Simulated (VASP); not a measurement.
Shape and ions are relaxed at each volume.

Energy against volume of NiSb (NiAs type). All values below come from optB88-vdW, VASP's PBE PAW potentials (set 64) (plane waves; VASP 6.6.1).

| V (Å³/atom) | E (eV/atom) |
|---|---|
| 16.728 | -2.62559 |
| 17.262 | -2.64344 |
| 17.795 | -2.64837 |
| 18.329 | -2.64238 |
| 18.863 | -2.62741 |

Q: Fit a third-order Birch-Murnaghan equation of state.

A: 
```json
{
  "volume_per_atom": "17.75 Å³/atom",
  "bulk_modulus": "1090 kbar",
  "pressure_derivative_of_the_bulk_modulus": "4.99"
}
```

The compound is NiSb in the NiAs type structure. It was relaxed first. The run is not spin-polarised, so no magnetic state was tried.
